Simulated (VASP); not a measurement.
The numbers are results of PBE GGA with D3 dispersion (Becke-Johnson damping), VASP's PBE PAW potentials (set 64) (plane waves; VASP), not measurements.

Input for VASP

INCAR:
```
# general
SYSTEM  = NaI
PREC    = Accurate
ENCUT   = 520
LREAL   = .False.
LASPH   = .True.

# electronic loop
EDIFF   = 1E-6
NELM    = 100
ALGO    = Normal
LMAXMIX = 4

# smearing
ISMEAR  = 0
SIGMA   = 0.05

# functional
GGA     = PE
IVDW    = 12

# ions
IBRION  = 2
NSW     = 60
ISIF    = 3
EDIFFG  = -0.01

# output
LWAVE   = .False.
LCHARG  = .False.
```

**POSCAR**
```
NaI
1
   -0.0000000000     3.1834681224     3.1834681224
    3.1834681224     0.0000000000     3.1834681224
    3.1834681224     3.1834681224     0.0000000000
Na I
1 1
Direct
  1.0000000000   0.0000000000   0.0000000000
  0.5000000000   0.5000000000   0.5000000000
```

KPOINTS:
```
Regular mesh
0
G
 7 7 7
0 0 0
```

POTCAR, in this order: Na_pv I (PBE.64 set). Program: vasp_std.

Unless said otherwise, spin-orbit coupling is left out, though it shifts the bands of the heavy elements here.

Task: Estimate the energy per atom (σ→0), dispersion energy, band gap (on the k-mesh).

Result: 
```yaml
energy per atom (σ→0): -2.950 eV/atom
dispersion_energy: -0.533 eV
band gap (on the k-mesh): 3.78 eV
```

File OSZICAR:
```
...
DAV:   5    -0.542827428110E+01   -0.52584E-02   -0.52584E-02   544   0.213E+00    0.169E+00
DAV:   6    -0.537286947172E+01    0.55405E-01   -0.78168E-02   506   0.191E+00    0.116E+00
DAV:   7    -0.536498886255E+01    0.78806E-02   -0.68339E-02   497   0.166E+00    0.584E-01
DAV:   8    -0.536682496893E+01   -0.18361E-02   -0.45786E-03   473   0.673E-01    0.144E-01
DAV:   9    -0.536679538598E+01    0.29583E-04   -0.13226E-04   515   0.131E-01    0.368E-02
DAV:  10    -0.536680896083E+01   -0.13575E-04   -0.36667E-05   509   0.782E-02    0.679E-03
DAV:  11    -0.536680906150E+01   -0.10068E-06   -0.44518E-06   485   0.263E-02
   1 F= -.59000862E+01 E0= -.59000862E+01  d E =-.590009E+01
```

The compound is NaI in the rock salt structure. It was relaxed first. The start is the result of an earlier pass.
